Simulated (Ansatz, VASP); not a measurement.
**LaYN2 in VASP and in Ansatz**

```
La Y N
1.0
     3.52901    0.00000    0.00000
    -1.76450    3.05621    0.00000
     0.00000    0.00000    6.22838
La Y N
1 1 2
Direct
  0.00000 0.00000 0.50000
  0.00000 0.00000 0.00000
  0.33333 0.66667 0.76463
  0.66667 0.33333 0.23537
```

Change from the starting cell: species swapped into the LiVS2 type (P-3m1, No. 164).

Alike in both runs: task relaxation of cell and atoms; functional PBE; k mesh 12 × 12 × 6; occupations gaussian, width 0.01 eV; no spin polarisation.

|  | VASP | Ansatz |
| --- | --- | --- |
| version | VASP 6.6.1 | Ansatz 0.2.0 |
| potentials or method | VASP PAW PBE potentials, release 64 (La, Y_sv, N) | scalar-relativistic, plane waves, PAW |
| plane-wave cutoff (eV) | 600 | 420 |
| valence electrons in the cell | 32 | 32 |

|  | VASP | Ansatz | Ansatz less VASP |
| --- | --- | --- | --- |
| gap on the k mesh at the Fermi level, each at its own relaxed structure (eV) | 0.07 | 0.07 | +0.002 |
| relaxed volume (Å³/atom) | 16.78 | 16.81 | +0.030 |
| relaxed cell length with the largest relative difference (Å) | 3.528 | 3.531 | +0.0022 |

Caveats: spin-orbit coupling is left out, which moves the levels of the heavy elements.
